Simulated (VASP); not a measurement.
An input for Quantum ESPRESSO's pw.x (written as the equivalent of a VASP run, and not itself run):

```
&CONTROL
  calculation = 'scf'
  pseudo_dir = './pseudo'
  outdir = './out'
  tprnfor = .true.
  tstress = .true.
/
&SYSTEM
  ibrav = 0
  nat = 2
  ntyp = 2
  ecutwfc = 92
  occupations = 'smearing'
  smearing = 'methfessel-paxton'
  degauss = 0.00735
  input_dft = 'pbe'
/
&ELECTRONS
  conv_thr = 7.3e-08
  electron_maxstep = 100
/
ATOMIC_SPECIES
  Cu 63.546 Cu.upf
  Au 196.967 Au.upf
CELL_PARAMETERS angstrom
     2.8000000    0.0000000    0.0000000
     0.0000000    2.8000000    0.0000000
     0.0000000    0.0000000    3.6700000
ATOMIC_POSITIONS crystal
  Cu   0.0000000  0.0000000  0.0000000
  Au   0.5000000  0.5000000  0.5000000
K_POINTS automatic
  12 12 9 0 0 0
```

### Question
Write the VASP files for the same calculation (PBE).

### Answer
Several could match; the one computed here: 
**KPOINTS**
```
Automatic
0
Gamma
 12 12 9
0 0 0
```

**POSCAR**
```
CuAu
1
    2.8000000000     0.0000000000     0.0000000000
    0.0000000000     2.8000000000     0.0000000000
    0.0000000000     0.0000000000     3.6700000000
Cu Au
1 1
Direct
  0.0000000000   0.0000000000   0.0000000000
  0.5000000000   0.5000000000   0.5000000000
```

**INCAR**
```
ALGO  =  Normal
EDIFF  =  1E-6
ENCUT  =  400
GGA  =  PE
ISIF  =  2
ISMEAR  =  1
LASPH  =  .TRUE.
LCHARG  =  .FALSE.
LMAXMIX  =  6
LREAL  =  .FALSE.
LWAVE  =  .FALSE.
NELM  =  100
PREC  =  Accurate
SIGMA  =  0.1
SYSTEM  =  CuAu
```

POTCAR, in this order: Cu Au (PBE.64 set). Program: vasp_std.

The two are equivalent in intent, not identical: the potentials are each code's own (VASP's PAW set, PseudoDojo norm-conserving files in pw.x), so ENCUT and ecutwfc are chosen apart and not converted; conv_thr bounds pw.x's estimated SCF error, while EDIFF bounds the energy change between steps.

The compound is CuAu in the L1_0 structure. The cell was not relaxed at this level.
